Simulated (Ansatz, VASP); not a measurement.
# BN in two plane-wave programs, part 2 of 3

One calculation is typed for both programs; each brings its own data sets. How far apart do they land? The cell is taken from a series of runs on this material, whose earlier steps may have relaxed, scaled, displaced or heated it; both programs get it as it stands.

VASP 6.6.1 and Ansatz 0.2.0.

So far: Starting point; VASP: zone-centre phonons, PBE.

## (2) VASP: zone-centre phonons, PBE (continued)

Level of this step: PBE; plane waves and PAW (B, N) (VASP).

Parts of OUTCAR (step 2):

```text
ion  position               nearest neighbor table
   1  0.333  0.667  0.250-   4 1.45   4 1.45   4 1.45
   2  0.667  0.333  0.750-   3 1.45   3 1.45   3 1.45
   3  0.333  0.667  0.750-   2 1.45   2 1.45   2 1.45
   4  0.667  0.333  0.250-   1 1.45   1 1.45   1 1.45

  LATTYP: Found a hexagonal cell.
 ALAT       =     2.5107858867
 C/A-ratio  =     2.9677877622

 Subroutine GETGRP returns: Found 24 space group operations
 (whereof 12 operations were pure point group operations)

The static configuration has the point symmetry D_3d.
 The point group associated with its full space group is D_6h.

 Found     36 irreducible k-points:

   k-points           NKPTS =     36   k-points in BZ     NKDIM =     36   number of bands    NBANDS=     14

   dimension x,y,z NGX =    20 NGY =   20 NGZ =   60
   dimension x,y,z NGXF=    40 NGYF=   40 NGZF=  120

   ENCUT  =  600.0 eV  44.10 Ry    6.64 a.u.   5.01  5.01 14.88*2*pi/ulx,y,z

   NELECT =      16.0000    total number of electrons

 k-points in reciprocal lattice and weights: Automatic mesh
   0.00000000  0.00000000  0.00000000       0.003
   0.11111111  0.00000000  0.00000000       0.019
   0.22222222  0.00000000  0.00000000       0.019
   0.33333333  0.00000000  0.00000000       0.019
   0.44444444  0.00000000  0.00000000       0.019
   0.11111111  0.11111111  0.00000000       0.019
   0.22222222  0.11111111  0.00000000       0.037
   0.33333333  0.11111111  0.00000000       0.037
   0.44444444  0.11111111  0.00000000       0.019
[...]
0.33333333  0.22222222  0.50000000       0.037
   0.33333333  0.33333333  0.50000000       0.006

 average (electrostatic) potential at core
       1 -29.9213       2 -29.9213       3 -65.8252       4 -65.8252

  Total        0.1269479      0.1269479      0.1021106     -0.0000000     -0.0000000      0.0000000
  in kB        4.9996945      4.9996945      4.0215075     -0.0000000     -0.0000000      0.0000000
  external PRESSURE =       4.6736322 kB  Pullay stress =       0.0000000 kB

  energy-cutoff  :      600.00
  volume of cell :       40.68
      direct lattice vectors                 reciprocal lattice vectors
     2.510785887 -0.000000000  0.000000000     0.398281672  0.229948030  0.000000000
    -1.255392943  2.174404361  0.000000000     0.000000000  0.459896061  0.000000000
     0.000000000  0.000000000  7.451479628     0.000000000  0.000000000  0.134201534

 POSITION                                       TOTAL-FORCE (eV/Angst)
 -----------------------------------------------------------------------------------
      0.00000      1.44960      1.86287        -0.000000      0.000000      0.000000
      1.25539      0.72480      5.58861         0.000000     -0.000000      0.000000
      0.00000      1.44960      5.58861         0.000000     -0.000000      0.000000
      1.25539      0.72480      1.86287        -0.000000      0.000000      0.000000
 -----------------------------------------------------------------------------------
    total drift:                               -0.000000      0.000000      0.000000

 MACROSCOPIC STATIC DIELECTRIC TENSOR (including local field effects in DFT)
 ------------------------------------------------------
           4.376158    -0.000000     0.000000
          -0.000000     4.376158     0.000000
           0.000000    -0.000000     2.274257
 ------------------------------------------------------

 PIEZOELECTRIC TENSOR (including local field effects)  for field in x, y, z        (C/m^2)
          XX          YY          ZZ          XY          YZ          ZX
  --------------------------------------------------------------------------------
  x     0.00000     0.00000     0.00000     0.00000     0.00000     0.00000
  y     0.00000     0.00000     0.00000     0.00000     0.00000     0.00000
  z     0.00000     0.00000     0.00000     0.00000     0.00000     0.00000

 BORN EFFECTIVE CHARGES (including local field effects) (in |e|, cummulative output)
 ---------------------------------------------------------------------------------
 ion    1
    1     2.71135    -0.00000     0.00000
    2    -0.00000     2.71135     0.00000
    3     0.00000    -0.00000     0.57748
 ion    2
    1     2.71135    -0.00000     0.00000
    2    -0.00000     2.71135     0.00000
    3     0.00000    -0.00000     0.57748
 ion    3
    1    -2.71135     0.00000     0.00000
    2     0.00000    -2.71135     0.00000
    3    -0.00000     0.00000    -0.57748
 ion    4
    1    -2.71135     0.00000     0.00000
    2     0.00000    -2.71135     0.00000
    3     0.00000    -0.00000    -0.57748

 Eigenvectors and eigenvalues of the dynamical matrix
 ----------------------------------------------------

   1 f  =   40.285740 THz   253.122771 2PiTHz 1343.787651 cm-1   166.608360 meV
             X         Y         Z           dx          dy          dz
      0.000000  1.449603  1.862870     0.530458   -0.027128    0.000000
      1.255393  0.724801  5.588610    -0.530458    0.027128    0.000000
      0.000000  1.449603  5.588610     0.466165   -0.023840   -0.000000
      1.255393  0.724801  1.862870    -0.466165    0.023840   -0.000000

   2 f  =   40.285740 THz   253.122771 2PiTHz 1343.787651 cm-1   166.608360 meV
             X         Y         Z           dx          dy          dz
      0.000000  1.449603  1.862870     0.027128    0.530458    0.000000
      1.255393  0.724801  5.588610    -0.027128   -0.530458    0.000000
      0.000000  1.449603  5.588610     0.023840    0.466165   -0.000000
      1.255393  0.724801  1.862870    -0.023840   -0.466165    0.000000

   3 f  =   40.273161 THz   253.043734 2PiTHz 1343.368056 cm-1   166.556336 meV
             X         Y         Z           dx          dy          dz
      0.000000  1.449603  1.862870    -0.530482    0.027128   -0.000000
      1.255393  0.724801  5.588610    -0.530482    0.027128   -0.000000
      0.000000  1.449603  5.588610     0.466138   -0.023838    0.000000
      1.255393  0.724801  1.862870     0.466138   -0.023838    0.000000

   4 f  =   40.273161 THz   253.043734 2PiTHz 1343.368056 cm-1   166.556336 meV
             X         Y         Z           dx          dy          dz
      0.000000  1.449603  1.862870    -0.027128   -0.530482   -0.000000
      1.255393  0.724801  5.588610    -0.027128   -0.530482   -0.000000
      0.000000  1.449603  5.588610     0.023838    0.466138   -0.000000
      1.255393  0.724801  1.862870     0.023838    0.466138   -0.000000

   5 f  =   23.978949 THz   150.664181 2PiTHz  799.851648 cm-1    99.168921 meV
             X         Y         Z           dx          dy          dz
      0.000000  1.449603  1.862870     0.000000   -0.000000    0.530426
      1.255393  0.724801  5.588610    -0.000000    0.000000   -0.530426
      0.000000  1.449603  5.588610    -0.000000    0.000000    0.467598
      1.255393  0.724801  1.862870     0.000000   -0.000000   -0.467598

   6 f  =   22.955446 THz   144.233324 2PiTHz  765.711272 cm-1    94.936056 meV
             X         Y         Z           dx          dy          dz
      0.000000  1.449603  1.862870     0.000000    0.000000   -0.531133
      1.255393  0.724801  5.588610    -0.000000   -0.000000   -0.531133
      0.000000  1.449603  5.588610    -0.000000   -0.000000    0.466795
      1.255393  0.724801  1.862870     0.000000    0.000000    0.466795

   7 f  =    1.857951 THz    11.673851 2PiTHz   61.974580 cm-1     7.683865 meV
             X         Y         Z           dx          dy          dz
      0.000000  1.449603  1.862870     0.000000    0.000000   -0.467598
      1.255393  0.724801  5.588610    -0.000000   -0.000000    0.467598
      0.000000  1.449603  5.588610    -0.000000   -0.000000    0.530426
      1.255393  0.724801  1.862870     0.000000    0.000000   -0.530426

   8 f  =    0.563201 THz     3.538699 2PiTHz   18.786378 cm-1     2.329213 meV
             X         Y         Z           dx          dy          dz
      0.000000  1.449603  1.862870    -0.466021    0.026504   -0.000000
      1.255393  0.724801  5.588610     0.466021   -0.026504   -0.000000
      0.000000  1.449603  5.588610     0.530295   -0.030159   -0.000000
      1.255393  0.724801  1.862870    -0.530295    0.030159   -0.000000

   9 f  =    0.563201 THz     3.538699 2PiTHz   18.786378 cm-1     2.329213 meV
             X         Y         Z           dx          dy          dz
      0.000000  1.449603  1.862870    -0.026504   -0.466021    0.000000
      1.255393  0.724801  5.588610     0.026504    0.466021    0.000000
      0.000000  1.449603  5.588610     0.030159    0.530295    0.000000
      1.255393  0.724801  1.862870    -0.030159   -0.530295    0.000000

  10 f/i=    0.000406 THz     0.002548 2PiTHz    0.013527 cm-1     0.001677 meV
             X         Y         Z           dx          dy          dz
      0.000000  1.449603  1.862870     0.084274   -0.459076    0.000000
      1.255393  0.724801  5.588610     0.084274   -0.459076    0.000000
      0.000000  1.449603  5.588610     0.095907   -0.522445    0.000000
      1.255393  0.724801  1.862870     0.095907   -0.522445    0.000000

  11 f/i=    0.000406 THz     0.002548 2PiTHz    0.013527 cm-1     0.001677 meV
             X         Y         Z           dx          dy          dz
      0.000000  1.449603  1.862870     0.459076    0.084274   -0.000000
      1.255393  0.724801  5.588610     0.459076    0.084274   -0.000000
      0.000000  1.449603  5.588610     0.522445    0.095907   -0.000000
      1.255393  0.724801  1.862870     0.522445    0.095907   -0.000000

  12 f/i=    0.001835 THz     0.011528 2PiTHz    0.061200 cm-1     0.007588 meV
             X         Y         Z           dx          dy          dz
      0.000000  1.449603  1.862870     0.000000   -0.000000   -0.466795
      1.255393  0.724801  5.588610     0.000000   -0.000000   -0.466795
      0.000000  1.449603  5.588610     0.000000   -0.000000   -0.531133
      1.255393  0.724801  1.862870     0.000000   -0.000000   -0.531133

 MACROSCOPIC STATIC DIELECTRIC TENSOR IONIC CONTRIBUTION
 ------------------------------------------------------
           1.615410    -0.000000     0.000000
          -0.000000     1.615410    -0.000000
           0.000000    -0.000000     0.225547
 ------------------------------------------------------

 ELASTIC MODULI CONTR FROM IONIC RELAXATION (kBar)
 Direction    XX          YY          ZZ          XY          YZ          ZX
 --------------------------------------------------------------------------------
 XX        -471.6442    471.6442     -0.0000      0.0000     -0.0000      0.0000
 YY         471.6442   -471.6442      0.0000      0.0000      0.0000     -0.0000
 ZZ          -0.0000      0.0000     -0.0000      0.0000      0.0000     -0.0000
 XY           0.0000      0.0000      0.0000   -471.6442      0.0000     -0.0000
 YZ          -0.0000      0.0000      0.0000      0.0000     -0.0000      0.0000
 ZX           0.0000     -0.0000     -0.0000     -0.0000      0.0000     -0.0000
 --------------------------------------------------------------------------------

 PIEZOELECTRIC TENSOR IONIC CONTR  for field in x, y, z        (C/m^2)
          XX          YY          ZZ          XY          YZ          ZX
  --------------------------------------------------------------------------------
  x     0.00000    -0.00000    -0.00000     0.00000    -0.00000     0.00000
  y    -0.00000     0.00000    -0.00000    -0.00000    -0.00000     0.00000
  z    -0.00000     0.00000     0.00000    -0.00000    -0.00000     0.00000
```

[end of part 2 of 3]

[Lines on the potential files, build, host, timing and source positions are cut from VASP's logs without a mark.]

[Logs are printed without paths, hosts, clocks, repeated set-up lines and the standing remarks that a program may print on its own settings, such as how far it seeks lower states.]

[Hosts, paths, dates, database ids (printed as entryN), source tags and the programs' standing remarks are cut or masked in the printed files.]
